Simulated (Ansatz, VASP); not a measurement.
One calculation of RbVS3, two programs

```
Rb V S
1.0
     4.89537    0.00000    0.00000
     0.00000    4.89537    0.00000
     0.00000    0.00000    4.89537
Rb V S
1 1 3
Cartesian
  2.4477 2.4477 2.4477
  0.0000 0.0000 0.0000
  2.4477 0.0000 0.0000
  0.0000 2.4477 0.0000
  0.0000 0.0000 2.4477
```

Alike in both runs: task single point; functional PBE; k mesh 4 × 4 × 4; occupations gaussian, width 0.1 eV; collinear spin.

```csv
,VASP,Ansatz
version,VASP 6.6.1,Ansatz 0.2.0
potentials or method,"VASP PAW PBE potentials, release 64 (Rb_sv, V_sv, S)","scalar-relativistic, plane waves, PAW"
plane-wave cutoff (eV),520,420
valence electrons in the cell,40,40
```

|  | VASP | Ansatz | Ansatz less VASP |
| --- | --- | --- | --- |
| gap on the k mesh at the Fermi level (eV) | none | none | - |
| pressure (GPa) | -6.1 | -6.1 | -0.03 |
| net moment per atom (μB) | 0.00 | 0.00 | 0.000 |

A gap of «none» marks a metal or a gap that the smearing closes. With one functional, cell and mesh, what is left measures potentials, basis and numerics. Ansatz warned: «filled_band_counts_differ_across_k_points».
